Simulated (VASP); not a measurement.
A convergence study with VASP on PbTe (rock salt): one setting is varied, all else stays as given below, so the limit is that of these other settings. Each run relaxes cell and ions from the cell shown.

```xyz
2
Lattice="0.0000 3.2300 3.2300 3.2300 0.0000 3.2300 3.2300 3.2300 0.0000" Properties=species:S:1:pos:R:3 pbc="T T T"
Te     3.2300     3.2300     3.2300
Pb     0.0000     0.0000     0.0000
```

All values below come from PBEsol GGA, VASP's PBE PAW potentials (set 64) (plane waves; VASP). The tightest run used: 550 eV cut-off, 11×11×11 Γ-centred mesh, Gaussian smearing of 0.050 eV, potentials Te Pb_d.

Unless said otherwise, spin-orbit coupling is left out, though it shifts the bands of the heavy elements here. Gaps are read on the run's mesh, which can miss a band edge.

| setting | relaxed volume (Å³/atom) | E (eV/atom) | gap on the mesh (eV) | irreducible k-points |
|---|---|---|---|---|
| 2×2×2 mesh | 38.866 | -3.3682 | 0.692 | 3 |
| 3×3×3 mesh | 33.370 | -4.1550 | 1.792 | 4 |
| 4×4×4 mesh | 33.424 | -4.1263 | 0.649 | 8 |

These are the cheaper rows. Estimate the results at 11×11×11 mesh, and how far the last row shown lies from them.

```tsv
quantity	tightest run	last row shown is off by
relaxed volume (Å³/atom)	33.418	0.006
E (eV/atom)	-4.1297	0.0034
gap on the mesh (eV)	0.780	-0.131
```

Left out are rungs that failed or repeat a setting and relaxations that didn't move; long series are thinned to 24 rows.

The compound is PbTe in the rock salt structure.
